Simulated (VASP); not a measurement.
Sn: transverse stress against strain

Sn (diamond, Fd-3m, 35.363 Å³/atom and stress up to 0.03 GPa in the relaxed cell, cube axes along x, y and z) under a strain ε along a cube axis (axis z), the other axes held. r2SCAN in VASP (plane waves, PAW), 480 eV, 8×8×8 Γ-centred mesh, Methfessel-Paxton smearing 0.10 eV; ions are relaxed, or left where forces stay under 0.02 eV/Å, within the symmetry of each cell. Stress is positive for a compressed cell.

Here s stands for strain and y for stress xx.

```csv
strain (%),stress xx (GPa)
-1.50,0.53
-1.00,0.36
-0.50,0.18
0.00,0.03
0.50,-0.14
1.00,-0.29
1.50,-0.43
3.00,?
```

**Question.** Using a straight line, estimate the missing y at s = 3.00 from the other rows, showing the fit.

**Answer.** Means: s 0, y 0.034. About the means, the sum of products is -2.2500 and the sum of squares of s is 7.0000; the slope is their ratio. Least squares gives y = 0.034 - 0.3214·s. Residuals (row less fit): 0.014, 0.005, -0.015, -0.004, -0.013, -0.003, 0.018; standard error 0.014 (degrees of freedom: 5). The slope gives the elastic constant C12 = 32.1 ± 0.5 GPa (± standard error of the fit, which holds the terms cut off). At the withheld row, y = 0.034 - 0.3214 × 3.0 = -0.930 GPa. The calculation gives -0.82 GPa, 0.110 GPa above the prediction (8.1 % of the range of y in the table). The row lies outside the fitted rows, so this is an extrapolation. From the scatter of the fitted rows alone, a prediction at this place has a standard error of 0.022 GPa, so the miss is 5.0 times that.

A polynomial of degree 2 through the 12 other runs of the series gives -0.82 there, so most of the miss is curvature that the fit leaves out. This level leaves no gap over 0.05 eV at strain -0.50, 0.00, 0.50, 1.00, 1.50, 3.00 %. Sn is here grey tin, stable below 13 °C. Rows are the converged runs of the series near zero and its far end; series whose fitted rows scatter by over a few per cent of the range, as at a crossing or softening among them, aren't shown in this form, nor equations of state whose B0' disagrees with the runs' pressures. Most that stay on the fit to the last digits aren't either.
